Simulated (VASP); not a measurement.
Level of theory: PBEsol GGA, VASP's PBE PAW potentials (set 64) (plane waves; VASP).

VASP input:

### INCAR
```
PREC = Accurate
LASPH = .TRUE.   ! aspherical one-centre terms
ALGO = Normal   ! blocked Davidson
LCHARG = .FALSE.
ISMEAR = 1   ! Methfessel-Paxton
NELM = 100
LREAL = .FALSE.   ! projection in real space or not
LWAVE = .FALSE.
EDIFF = 1E-7
LMAXMIX = 4   ! l cut-off of mixed one-centre charges
SYSTEM = NiSi2
GGA = PS
SIGMA = 0.1   ! width (eV)
ENCUT = 480   ! plane-wave cut-off (eV)
ISIF = 2   ! forces and stress, cell fixed
```

File KPOINTS:
```
Automatic mesh
0
Gamma
10 10 10
0 0 0
```

File POSCAR:
```
NiSi2
3.8162680
  0.0000000000   0.7071068570   0.7071068570
  0.7071068570   0.0000000000   0.7071068570
  0.7071068570   0.7071068570   0.0000000000
Si Ni
2 1
Cartesian
  0.3535534285   0.3535534285   0.3535534285
  1.0606602855   1.0606602855   1.0606602855
 -0.0065509027  -0.0000000000  -0.0000000000
```

POTCAR, in this order: Si Ni (PBE.64 set). Program: vasp_std.

Task: Predict the energy per atom (σ→0), largest force, band gap (on the k-mesh).

Result: 
```yaml
energy per atom (σ→0): -6.326 eV/atom
band gap (on the k-mesh): none (metal, semimetal or under 0.01 eV)
largest_force: 0.253 eV/Å
```

File OSZICAR:
```
...
DAV:   9    -0.189805602107E+02    0.48836E-01   -0.28213E-01  3258   0.105E+01    0.602E-01
DAV:  10    -0.189786144005E+02    0.19458E-02   -0.10601E-02  3809   0.210E+00    0.276E-01
DAV:  11    -0.189785192400E+02    0.95160E-04   -0.85161E-04  3443   0.249E-01    0.558E-02
DAV:  12    -0.189785379867E+02   -0.18747E-04   -0.33194E-05  3526   0.867E-02    0.214E-02
DAV:  13    -0.189785337740E+02    0.42127E-05   -0.14916E-05  3588   0.955E-02    0.732E-03
DAV:  14    -0.189785337778E+02   -0.38851E-08   -0.19120E-06  3871   0.149E-02    0.357E-03
DAV:  15    -0.189785336887E+02    0.89160E-07   -0.39891E-07  3164   0.142E-02
   1 F= -.18978534E+02 E0= -.18978126E+02  d E =-.122333E-02
```

The compound is NiSi2 in the fluorite structure. This cell was strained or had an atom moved on purpose. The run is not spin-polarised, so no magnetic state was tried.
